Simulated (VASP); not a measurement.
CuI (zinc blende):

```
CELL_PARAMETERS angstrom
      0.00000     3.02500     3.02500
      3.02500     0.00000     3.02500
      3.02500     3.02500     0.00000
ATOMIC_POSITIONS crystal
  Cu 0.00000 0.00000 0.00000
  I  0.25000 0.25000 0.25000
```

The lowest empty band near Γ, direction [110], from PBE with spin-orbit coupling in VASP (PAW); its two spin partners are averaged. The gap over the points computed is 1.00 eV, and the next band on that side lies 3.66 eV away at the edge.

Settings: 400 eV cut-off, 9×9×9 Γ-centred mesh, Gaussian smearing of 0.050 eV, potentials Cu I.

```tsv
distance from the edge in k (1/Å)	distance in energy (meV)
0.012	3.9
0.018	8.6
0.025	16.5
0.035	31.8
0.050	63.1
0.070	117.8
```

**Question.** Fit E(1 + αE) = ħ²k²/2m* (ħ²/2m0 = 3.810 eV Å²) and predict the row at 0.095 1/Å.

**Answer.** Least squares on the energies gives the electron mass m* = 0.142 m0 and α = 0.97 per eV, and so 202.2 meV. The run gave 202.2 meV, +0.0 meV from the fit.

Left out are points under 3 meV from the edge, since the levels carry 0.1 meV, and points farther than half the way to the next band.

The compound is CuI in the zinc blende structure. The cell was not relaxed at this level.
